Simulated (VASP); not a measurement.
Input:

```xyz
3
Lattice="0.0000 2.7846 2.7846 2.7846 0.0000 2.7846 2.7846 2.7846 0.0000" Properties=species:S:1:pos:R:3 pbc="T T T"
Ca     0.0000     0.0000     0.0000
F      1.3923     1.3923     1.3923
F      4.1769     4.1769     4.1769
```

Calculation: PBE GGA, VASP's PBE PAW potentials (set 64) (plane waves; VASP). Run with 520 eV cut-off, 6×6×6 Γ-centred mesh, Gaussian smearing of 0.050 eV, potentials Ca_sv F.

Task: Give the stress tensor in GPa (positive for a compressed cell).

Result: 
```
-2.08   0.00   0.00
 0.00  -2.08   0.00
 0.00   0.00  -2.08
```
The pressure is its mean diagonal, -2.08 GPa.

The compound is CaF2 in the fluorite structure. The cell was not relaxed at this level.
